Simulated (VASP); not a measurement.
# TbPrMn4 (F-43m) in VASP: runs at scaled volumes

Single points of TbPrMn4 at other volumes, in PBE.

All numbers are computed with VASP 6.6.1; they aren't measurements. Logs are shortened: lines on timing, memory, paths and dates and some standing lists are left out, and cuts for length are marked.

### 1 The undisturbed crystal

It takes space group F-43m (No. 216, cubic). The conventional cell has a = 7.400 Å, b = 7.400 Å, c = 7.400 Å, α = 90.00°, β = 90.00°, γ = 90.00°. Around Tb (site symmetry -43m) lie 12 Mn at 3.06 Å and 4 Pr at 3.20 Å. Pr (site symmetry -43m) is surrounded by 12 Mn at 3.07 Å and 4 Tb at 3.20 Å. Mn (site symmetry 3m) is surrounded by 6 Mn at 2.59 to 2.65 Å.

The cell comes from a database or a generator and needn't be the stable form of this composition.

### 2 Equation of state, PBE, collinear spin, ferromagnetic start, 16.21 Å³/atom (volume scaled by 0.96)

INCAR

```
SYSTEM = TbPrMn4
PREC     = Accurate       ! precision mode
ENCUT    = 520            ! plane-wave cutoff, eV
EDIFF    = 1E-7           ! SCF threshold, eV
ISMEAR   = -1             ! smearing method
SIGMA    = 0.05           ! smearing width, eV
LREAL    = .FALSE.        ! projectors in reciprocal space
LASPH    = .TRUE.         ! aspherical terms in the spheres
NELM     = 150            ! most SCF steps
ALGO     = Normal         ! electronic algorithm
ISIF     = 2              ! what is computed and relaxed
LWAVE    = .FALSE.        ! write WAVECAR
LCHARG   = .FALSE.        ! write CHGCAR
ISPIN    = 2              ! spin polarisation
MAGMOM   = 6 2 4 4 4 4    ! initial moments
LORBIT   = 11             ! projections on sites
LMAXMIX  = 6              ! l up to which the mixer works
GGA      = PE             ! functional
NBANDS   = 55             ! bands
```

KPOINTS

```
regular mesh
0
G
  6 6 6
  0 0 0
```

POSCAR

```
TbPrMn4
1.0
    0.0000000000      3.6500491132      3.6500491132
    3.6500491132      0.0000000000      3.6500491132
    3.6500491132      3.6500491132      0.0000000000
Tb Pr Mn
1 1 4
Direct
    0.0000000000      0.0000000000      0.0000000000
    0.2500000000      0.2500000000      0.2500000000
    0.1206520100      0.6264493300      0.6264493300
    0.6264493300      0.6264493300      0.6264493300
    0.6264493300      0.6264493300      0.1206520100
    0.6264493300      0.1206520100      0.6264493300
```

Potentials or basis: VASP PAW PBE potentials, release 64 (Tb, Pr, Mn_pv).

Command:

```bash
$ cat potpaw_PBE.64/Tb/POTCAR potpaw_PBE.64/Pr/POTCAR potpaw_PBE.64/Mn_pv/POTCAR > POTCAR
$ mpirun -np 1 vasp_std > vasp.out
```

OUTCAR:

```text
SYSTEM = TbPrMn4
   PREC = Accurate
   ENCUT = 520
   EDIFF = 1E-7
   ISMEAR = -1
   LREAL = .FALSE.
   LASPH = .TRUE.
   NELM = 150
   ISIF = 2
   ISPIN = 2
   LORBIT = 11
   GGA = PE

 Found     16 irreducible k-points:

 Following reciprocal coordinates:
            Coordinates               Weight
  0.000000  0.000000  0.000000      1.000000
  0.166667  0.000000  0.000000      8.000000
  0.333333  0.000000  0.000000      8.000000
  0.500000  0.000000  0.000000      4.000000
  0.166667  0.166667  0.000000      6.000000
  0.333333  0.166667  0.000000     24.000000
   k-points           NKPTS =     16   k-points in BZ     NKDIM =     16   number of bands    NBANDS=     55
   number of dos      NEDOS =    301   number of ions     NIONS =      6
   total plane-waves  NPLWV =  64000
   dimension x,y,z NGX =    40 NGY =   40 NGZ =   40
   dimension x,y,z NGXF=    80 NGYF=   80 NGZF=   80
   ions per type =               1   1   4
   NGX,Y,Z   is equivalent  to a cutoff of  12.88, 12.88, 12.88 a.u.
   NGXF,Y,Z  is equivalent  to a cutoff of  25.76, 25.76, 25.76 a.u.
 SYSTEM =  TbPrMn4
   PREC   = accura    normal or accurate (medium, high low for compatibility)
   ISTART =      0    job   : 0-new  1-cont  2-samecut
   ICHARG =      2    charge: 1-file 2-atom 10-const
   ISPIN  =      2    spin polarized calculation?
   LNONCOLLINEAR =      F non collinear calculations
   LSORBIT =      F    spin-orbit coupling
   LASPH  =      T    aspherical Exc in radial PAW
   ENCUT  =  520.0 eV  38.22 Ry    6.18 a.u.   9.60  9.60  9.60*2*pi/ulx,y,z
   NELM   =    150;   NELMIN=  2; NELMDL= -5     # of ELM steps
   EDIFF  = 0.1E-06   stopping-criterion for ELM
   LREAL  =      F    real-space projection
   EDIFFG = 0.1E-05   stopping-criterion for IOM
   NSW    =      0    number of steps for IOM
   IBRION =     -1    ionic relax: 0-MD 1-quasi-New 2-CG
   NFREE  =      0    steps in history (QN), initial steepest desc. (CG)
   ISIF   =      2    stress and relaxation
   ISYM   =      2    0-nonsym 1-usesym 2-fastsym
   POTIM  = 0.5000    time-step for ionic-motion
   TEBEG  =    0.0;   TEEND  =   0.0 temperature during run
   PSTRESS=    0.0 pullay stress
   NELECT =      84.0000    total number of electrons
   NUPDOWN=      -1.0000    fix difference up-down
   EMIN   =  10.00;   EMAX   =-10.00  energy-range for DOS
   EFERMI =   0.00;   METHOD = LEGACY
   ISMEAR =    -1;   SIGMA  =   0.05  broadening in eV -4-tet -1-fermi 0-gaus
   EFERMI_NEDOS =   21; number of points for ismear=-14 and -15
   IALGO  =     38    algorithm
   IMIX   =      4    mixing-type and parameters
     AMIX     =   0.40;   BMIX     =  1.00
     AMIX_MAG =   1.60;   BMIX_MAG =  1.00
  volume/ion in A,a.u.               =      16.21       109.39
  Fermi-wavevector in a.u.,A,eV,Ry     =   1.559047  2.946172 33.070697  2.430628
  Thomas-Fermi vector in A             =   2.662463
   LORBIT       =     11    0 simple, 1 ext, 2 COOP (PROOUT), +10 PAW based schemes
   GGA     = PE    functional components
   LHFCALC =     F    Hartree Fock is set to
   AEXX    =    0.0000 exact exchange contribution
   IVDW    =     0    specifies the selected vdW correction
   LEPSILON=     F    determine dielectric tensor
   LRPA    =     F    only Hartree local field effects (RPA)
 spin polarized calculation
  energy-cutoff  :      520.00
  volume of cell :       97.26
 maximum number of plane-waves:      2685
 NGX is ok and might be reduce to    40
   NGX = 19   NGY = 19   NGZ = 19

 number of electron      84.0000016 magnetization      13.9150409

 Free energy of the ion-electron system (eV)
  ---------------------------------------------------
  ext. energy  EPLUGINS =         0.00000000
  ---------------------------------------------------
  free energy    TOTEN  =       -50.06502677 eV

  energy without entropy =      -49.93495876  energy(sigma->0) =      -49.99999277

 E-fermi :   7.6137     XC(G=0): -12.4278

 val. band max:        7.6075968033   @ k =   0.5000   0.0000   0.0000
 cond. band min:       7.6247482526   @ k =   0.3333   0.0000   0.0000
 fundamental gap:      0.0171514493
 Fermi energy:         7.6137082325

 spin component 1

 k-point     1 :       0.0000    0.0000    0.0000
  band No.  band energies     occupation
      1     -40.9519      1.00000
      2     -40.8844      1.00000
      3     -40.8844      1.00000
      4     -40.8844      1.00000
      5     -40.8550      1.00000
      6     -40.8550      1.00000
[... 46 lines left out ...]
     53       8.1994      0.00001
     54       8.1994      0.00001

 k-point     2 :       0.1667    0.0000    0.0000
  band No.  band energies     occupation
      1     -40.9357      1.00000
      2     -40.8784      1.00000
      3     -40.8780      1.00000
      4     -40.8780      1.00000
      5     -40.8501      1.00000
      6     -40.8501      1.00000
[... 46 lines left out ...]
     53       8.0392      0.00020
     54       8.0465      0.00017

 k-point     3 :       0.3333    0.0000    0.0000
  band No.  band energies     occupation
      1     -40.9134      1.00000
      2     -40.8705      1.00000
      3     -40.8705      1.00000
      4     -40.8434      1.00000
      5     -40.8276      1.00000
      6     -40.8276      1.00000
[... 46 lines left out ...]
     53       8.0534      0.00015
     54       8.0535      0.00015

 k-point     4 :       0.5000    0.0000    0.0000
  band No.  band energies     occupation
      1     -40.9086      1.00000
      2     -40.8688      1.00000
      3     -40.8688      1.00000
      4     -40.8021      1.00000
      5     -40.8004      1.00000
      6     -40.8004      1.00000
[... 46 lines left out ...]
     53       8.0490      0.00017
     54       8.0491      0.00017

 k-point     5 :       0.1667    0.1667    0.0000
  band No.  band energies     occupation
      1     -40.9287      1.00000
      2     -40.8837      1.00000
      3     -40.8718      1.00000
      4     -40.8718      1.00000
      5     -40.8537      1.00000
      6     -40.8455      1.00000
[... 46 lines left out ...]
     53       8.0303      0.00024
     54       8.0304      0.00024

 k-point     6 :       0.3333    0.1667    0.0000
  band No.  band energies     occupation
      1     -40.9031      1.00000
      2     -40.8749      1.00000
      3     -40.8615      1.00000
      4     -40.8609      1.00000
      5     -40.8345      1.00000
      6     -40.8263      1.00000
[... 46 lines left out ...]
     53       8.0090      0.00037
     54       8.1512      0.00002

 [... further k-points ...]

 spin component 2

 k-point     1 :       0.0000    0.0000    0.0000
  band No.  band energies     occupation
      1     -39.3827      1.00000
      2     -39.1093      1.00000
      3     -39.1093      1.00000
      4     -39.1093      1.00000
      5     -39.0029      1.00000
      6     -39.0029      1.00000
[... 46 lines left out ...]
     53       9.2430      0.00000
     54       9.2456      0.00000

 k-point     2 :       0.1667    0.0000    0.0000
  band No.  band energies     occupation
      1     -39.3643      1.00000
      2     -39.1074      1.00000
      3     -39.1014      1.00000
      4     -39.1014      1.00000
      5     -38.9984      1.00000
      6     -38.9984      1.00000
[... 46 lines left out ...]
     53       9.0819      0.00000
     54       9.2151      0.00000

 k-point     3 :       0.3333    0.0000    0.0000
  band No.  band energies     occupation
      1     -39.3226      1.00000
      2     -39.1002      1.00000
      3     -39.0857      1.00000
      4     -39.0857      1.00000
      5     -38.9816      1.00000
      6     -38.9816      1.00000
[... 46 lines left out ...]
     53       9.2567      0.00000
     54       9.3248      0.00000

 k-point     4 :       0.5000    0.0000    0.0000
  band No.  band energies     occupation
      1     -39.2985      1.00000
      2     -39.0914      1.00000
      3     -39.0780      1.00000
      4     -39.0780      1.00000
      5     -38.9808      1.00000
      6     -38.9563      1.00000
[... 46 lines left out ...]
     53       9.3977      0.00000
     54       9.3977      0.00000

 k-point     5 :       0.1667    0.1667    0.0000
  band No.  band energies     occupation
      1     -39.3575      1.00000
      2     -39.1158      1.00000
      3     -39.0942      1.00000
      4     -39.0942      1.00000
      5     -39.0022      1.00000
      6     -38.9927      1.00000
[... 46 lines left out ...]
     53       9.0969      0.00000
     54       9.3267      0.00000

 k-point     6 :       0.3333    0.1667    0.0000
  band No.  band energies     occupation
      1     -39.3206      1.00000
      2     -39.1208      1.00000
      3     -39.0770      1.00000
      4     -39.0755      1.00000
      5     -38.9952      1.00000
      6     -38.9766      1.00000
[... 46 lines left out ...]
     53       9.1923      0.00000
     54       9.3379      0.00000

 [... further k-points ...]

 [bands above 54 left out]

------------------------ aborting loop because EDIFF is reached ----------------------------------------

  FORCE on cell =-STRESS in cart. coord.  units (eV):
  Direction    XX          YY          ZZ          XY          YZ          ZX
  --------------------------------------------------------------------------------------
  -------------------------------------------------------------------------------------
  Total       -1.4580730     -1.4580730     -1.4580730      0.0000000      0.0000000     -0.0000000
  in kB      -24.0194879    -24.0194879    -24.0194879      0.0000000      0.0000000     -0.0000000
  external PRESSURE =     -24.0194879 kB  Pullay stress =       0.0000000 kB

 VOLUME and BASIS-vectors are now :
 -----------------------------------------------------------------------------
  energy-cutoff  :      520.00
  volume of cell :       97.26
      direct lattice vectors                 reciprocal lattice vectors
     0.000000000  3.650049113  3.650049113    -0.136984458  0.136984458  0.136984458
     3.650049113  0.000000000  3.650049113     0.136984458 -0.136984458  0.136984458
     3.650049113  3.650049113  0.000000000     0.136984458  0.136984458 -0.136984458

 POSITION                                       TOTAL-FORCE (eV/Angst)
 -----------------------------------------------------------------------------------
      0.00000      0.00000      0.00000         0.000000      0.000000      0.000000
      1.82502      1.82502      1.82502         0.000000      0.000000      0.000000
      4.57314      2.72696      2.72696        -0.056406      0.056406      0.056406
      4.57314      4.57314      4.57314        -0.056406     -0.056406     -0.056406
      2.72696      2.72696      4.57314         0.056406      0.056406     -0.056406
      2.72696      4.57314      2.72696         0.056406     -0.056406      0.056406
 -----------------------------------------------------------------------------------
    total drift:                                0.000002      0.000002      0.000003

  FREE ENERGIE OF THE ION-ELECTRON SYSTEM (eV)
  ---------------------------------------------------
  free  energy   TOTEN  =       -50.0650267701 eV

  energy  without entropy=      -49.9349587601  energy(sigma->0) =      -49.99999277

 total charge

# of ion       s       p       d       f       tot
--------------------------------------------------
    1        2.082   5.622   0.699   7.988  16.391
    2        1.989   5.260   0.814   2.010  10.074
    3        0.399   6.264   5.090   0.000  11.753
    4        0.399   6.264   5.090   0.000  11.753
    5        0.399   6.264   5.090   0.000  11.753
    6        0.399   6.264   5.090   0.000  11.753
--------------------------------------------------
tot          5.667  35.940  21.873   9.998  73.478

 magnetization (x)

# of ion       s       p       d       f       tot
--------------------------------------------------
    1       -0.009  -0.049  -0.039   5.839   5.741
    2       -0.018   0.005  -0.090   1.410   1.307
    3        0.007   0.001   1.650   0.000   1.658
    4        0.007   0.001   1.650   0.000   1.658
    5        0.007   0.001   1.650   0.000   1.658
    6        0.007   0.001   1.650   0.000   1.658
--------------------------------------------------
tot         -0.000  -0.040   6.472   7.249  13.680
```

It took 14 min on 1 thread of Intel Xeon 6975P-C (Granite Rapids), shared host; peak memory 0.39 GiB.

Results:

```
Free energy                                           : -50.0650 eV
Pressure                                              : -2.4 GPa
Largest force                                         : 0.098 eV/Å
Band gap on the k mesh                                : none (metal or under the smearing width)
Net moment                                            : 13.92 μB per cell
Site moments                                          : Tb +5.74; Pr +1.31; Mn +1.66 μB
Valence electrons inside the program's atomic spheres : Tb 16.39; Pr 10.07; Mn 11.75
```

Caveat: the magnetic or orbital state may not be the lowest; spin-orbit coupling is left out, which moves the levels of the heavy elements; without U or exact exchange the open f shell lies at the Fermi level, which spoils levels, moments and volumes.
